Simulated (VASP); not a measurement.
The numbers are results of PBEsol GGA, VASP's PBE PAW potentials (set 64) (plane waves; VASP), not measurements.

The input files of a VASP run:

POSCAR:
```
NiSb
1.0
  0.0000000000   3.0368620000   3.0368620000
  3.0368620000   0.0000000000   3.0368620000
  3.0368620000   3.0368620000   0.0000000000
Ni Sb
1 1
Cart
  0.0000000000   0.0000000000   0.0000000000
  1.5184310000   1.5184310000   1.5184310000
```

### INCAR
```
MAGMOM=2.0 0.0
LWAVE=.FALSE.
SIGMA=0.1   # width (eV)
EDIFFG=-0.01   # ionic stop
LASPH=.TRUE.
IBRION=2   # conjugate gradients
PREC=Accurate
LORBIT=10
ISIF=3
ALGO=Normal   # blocked Davidson
NSW=60
NELM=100   # most electronic steps
SYSTEM=NiSb
ISPIN=2   # spin-polarised
GGA=PS
LREAL=.FALSE.   # projection in real space or not
LCHARG=.FALSE.
ISMEAR=1
LMAXMIX=4
EDIFF=1E-6   # SCF stop (eV)
ENCUT=400   # plane-wave cut-off (eV)
```

### KPOINTS
```
Automatic mesh
0
Gamma
9 9 9
0 0 0
```

POTCAR, in this order: Ni Sb (PBE.64 set). Program: vasp_std.

Energy and stress use the plane-wave basis of the starting cell. Unless said otherwise, spin-orbit coupling is left out, though it shifts the bands of the heavy elements here.

What does the run give for the energy per atom (σ→0), cell moment, volume per atom, band gap (on the k-mesh)?

```
Item                                                        Result
------------------------  ----------------------------------------
energy per atom (σ→0)                               -5.128 eV/atom
cell moment                                                0.00 μB
band gap (on the k-mesh)  none (metal, semimetal or under 0.01 eV)
volume per atom                                     22.16 Å^3/atom
```

**OSZICAR**
```
...
DAV:   4    -0.102788078244E+02    0.59824E-01   -0.37976E-01  1976   0.961E+00    0.154E+00
DAV:   5    -0.102557524843E+02    0.23055E-01   -0.29035E-02  2536   0.191E+00    0.330E-01
DAV:   6    -0.102549893743E+02    0.76311E-03   -0.26082E-03  2448   0.733E-01    0.935E-02
DAV:   7    -0.102550119430E+02   -0.22569E-04   -0.26107E-04  2460   0.145E-01    0.359E-02
DAV:   8    -0.102550192352E+02   -0.72922E-05   -0.10317E-05  2268   0.335E-02    0.339E-02
DAV:   9    -0.102550134657E+02    0.57695E-05   -0.88728E-06  1848   0.431E-02    0.106E-02
DAV:  10    -0.102550133553E+02    0.11043E-06   -0.95273E-07   924   0.105E-02
   3 F= -.10255013E+02 E0= -.10255681E+02  d E =-.528438E+00  mag=     0.0000
```

The structure was generated: NiSb was put into the zinc blende type (F-43m), which need not be its known phase. This run relaxes it. Symmetry was kept, so distortions that lower it aren't found.
